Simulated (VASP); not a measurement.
**Te3PbC: single point with PBE**

The system is Te3PbC.

```
Pb C Te
1.0
     5.00413    0.00000    0.00000
     0.00000    5.00413    0.00000
     0.00000    0.00000    5.00413
Pb C Te
1 1 3
Direct
  0.00000 0.00000 0.00000
  0.50000 0.50000 0.50000
  0.50000 0.50000 0.00000
  0.50000 0.00000 0.50000
  0.00000 0.50000 0.50000
```

The cell comes from a database or a generator and needn't be the stable form of this composition.

- Program: VASP 6.6.1
- Task: single point
- Functional: PBE
- Potentials or basis: VASP PAW PBE potentials, release 64 (Pb_d, C, Te)
- Cutoff: 520 eV
- k mesh: 4 × 4 × 4
- Occupations: gaussian, width 0.05 eV
- Spin: no spin polarisation
- Dipole correction: no
- Further INCAR settings: ALGO = Fast; EDIFF = 1e-06; NBANDS = 26

| Property | Result |
| --- | --- |
| Pressure | -0.7 GPa |
| Band gap on the k mesh | none (metal or under the smearing width) |

Levels at points of the mesh, in eV from the Fermi level:
```
           k point  band 16  band 17  band 18  band 19  band 20  band 21
(0.00, 0.00, 0.00)    -1.61    -0.92    -0.92    -0.92     4.06     4.06
(0.50, 0.00, 0.00)    -1.36    -0.72    -0.72     0.06     0.75     1.37
(0.50, 0.50, 0.00)    -2.05    -0.23    -0.23     0.21     0.52     0.56
(0.50, 0.50, 0.50)     0.03     0.61     0.61     0.63     1.27     1.27
```

It took 39 s on 1 thread of Intel(R) Xeon(R) Platinum 8559C (Emerald Rapids) (shared host), peak memory 0.24 GiB.

Spin-orbit coupling is left out, which matters for the levels of Pb, Te.
